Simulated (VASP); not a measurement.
Runs of VASP 6.6.1 on Rb2Re. The structure is tetragonal, space group P4mm (No. 99). Conventional cell: a = 4.992 Å, b = 4.992 Å, c = 4.129 Å, α = 90.00°, β = 90.00°, γ = 90.00°. Around Rb (site symmetry 2mm) lie 4 Re at 3.06 to 3.43 Å. Re (site symmetry 4mm) has 8 Rb at 3.06 to 3.43 Å as nearest neighbours. The cell was built by a generator and needn't be a form met in nature.

```csv
task,level,spin,cell,k mesh,smearing,gap on the mesh (eV),pressure (GPa),largest force (eV/Å)
single point,vdW-DF2,off,as given,6 × 6 × 7,gaussian 0.1 eV,none,7.0,1.22
core levels,vdW-DF-cx,"SOC, no magnetisation",as given,5 × 5 × 5,methfessel-paxton 0.1 eV,-,(a),0.96
single point,PBE,off,as given,6 × 6 × 7,fermi-dirac 0.05 eV,none,4.3,0.96
relaxation of the atoms,PBEsol,off,atoms relaxed,6 × 6 × 7,methfessel-paxton 0.1 eV,none,1.7,-
```

Alike in all rows: potentials or basis VASP PAW PBE potentials, release 64 (Rb_sv, Re); cutoff (eV) 520.

**Question.** Fill in the values left out.

**Answer.** (a) 3.6.

Caveats: the PAW data sets were made with another functional, which shifts forces and pressure a little (some runs).

A k mesh can miss the band edges, and rows without SOC leave out spin-orbit coupling on Rb, Re.

A gap of «none» marks a metal or a gap under the smearing width.
